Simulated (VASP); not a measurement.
Input of a VASP 6.6.1 run:

The input INCAR:

```
  PREC = Accurate
  ENCUT = 520
  EDIFF = 1E-6
  ISMEAR = 0
  SIGMA = 0.03
  LREAL = F
  LASPH = T
  NELM = 120
  ALGO = Normal
  ISIF = 3
  LWAVE = F
  LCHARG = F
  GGA = PE
  IBRION = 2
  NSW = 90
  EDIFFG = -0.01
  KPAR = 4
```

KPOINTS

```
Automatic mesh
0
Gamma
  6 6 6
```

Contents of POSCAR:

```
Al3InN4
1.0
    6.4682371600      0.0000000000      0.0000000000
   -3.2341185800      5.6016577000      0.0000000000
    0.0000000000      0.0000000000      5.2330000000
Al In N
6 2 8
Direct
    0.1622634800      0.3245269500      0.0005732800
    0.1622634800      0.8377365200      0.0005732800
    0.6754730500      0.8377365200      0.0005732800
    0.3245269500      0.1622634800      0.5005732800
    0.8377365200      0.1622634800      0.5005732800
    0.8377365200      0.6754730500      0.5005732800
    0.3333333300      0.6666666700      0.4989489800
    0.6666666700      0.3333333300      0.9989489800
    0.1532488400      0.3064976800      0.3649914000
    0.1532488400      0.8467511600      0.3649914000
    0.6935023200      0.8467511600      0.3649914000
    0.3333333300      0.6666666700      0.9191668300
    0.3064976800      0.1532488400      0.8649914000
    0.8467511600      0.1532488400      0.8649914000
    0.8467511600      0.6935023200      0.8649914000
    0.6666666700      0.3333333300      0.4191668300
```

Potentials or basis: VASP PAW PBE potentials, release 64 (Al, In_d, N).

Launch:

```sh
$ cat potpaw_PBE.64/Al/POTCAR potpaw_PBE.64/In_d/POTCAR potpaw_PBE.64/N/POTCAR > POTCAR
$ mpirun -np 4 vasp_std > vasp.out
```

(1) Estimate the relaxed volume.

(2) What does it give for the band gap on the k mesh?

Answers

(1) 11.82 Å³/atom.

(2) 2.53 eV, direct.

Caveat: spin-orbit coupling is left out, which moves the levels of the heavy elements.
